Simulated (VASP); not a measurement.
Computed with PBE GGA, VASP's PBE PAW potentials (set 64) (plane waves; VASP).

VASP ran on this input.

File KPOINTS:
```
Automatic mesh
0
Gamma
14 14 14
0 0 0
```

**INCAR**
```
SYSTEM  =  HfN
PREC  =  Accurate; ENCUT  =  600; LREAL  =  .FALSE.
LASPH  =  .TRUE.
EDIFF  =  1E-7; NELM  =  100; ALGO  =  Normal
LMAXMIX  =  6
ISMEAR  =  1; SIGMA  =  0.1
GGA  =  PE
ISIF  =  2
LWAVE  =  .FALSE.; LCHARG  =  .FALSE.
```

### POSCAR
```
HfN
3.222290
  0.0000000000   0.7071067697   0.7071067697
  0.7071067697   0.0000000000   0.7071067697
  0.7071067697   0.7071067697   0.0000000000
Hf N
1 1
Cartesian
  0.0000000000   0.0000000000   0.0000000000
  0.7071067697   0.7071067697   0.7071067697
```

POTCAR, in this order: Hf_pv N (PBE.64 set). Program: vasp_std.

Task: What will the output report for the number of irreducible k-points (NKPTS), number of bands (NBANDS), largest plane-wave count, number of space-group operations, FFT grid (NGX, NGY, NGZ)?

Result: 
The number of irreducible k-points (NKPTS) is 104, the number of bands (NBANDS) comes out as 11 and the largest plane-wave count is 808. The number of space-group operations is 48. The FFT grid (NGX, NGY, NGZ) is 28 × 28 × 28.

The compound is HfN in the rock salt structure. This cell was strained or had an atom moved on purpose. The electron count is odd and the run is not spin-polarised, which forces a metal.
